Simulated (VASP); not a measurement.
Here is the system:

```
CELL_PARAMETERS angstrom
      0.00000     2.26636     2.26636
      2.26636     0.00000     2.26636
      2.26636     2.26636     0.00000
ATOMIC_POSITIONS crystal
  Li 0.00000 0.00000 0.00000
  Cl 0.50000 0.50000 0.50000
```

All values below come from LDA (Ceperley-Alder, Perdew-Zunger), VASP's LDA PAW potentials (set 64) (plane waves; VASP). Numerical set-up: 620 eV cut-off, 10×10×10 Γ-centred mesh, Gaussian smearing of 0.050 eV, potentials Li_sv Cl.

Q: Predict the energy per atom (σ→0), pressure.

A: 
- energy per atom (σ→0): -3.867 eV/atom
- pressure: 20.08 GPa

Total energies compare only between runs with the same potentials, cut-off and functional.

The compound is LiCl in the rock salt structure. It was relaxed first under an external pressure of 20 GPa.
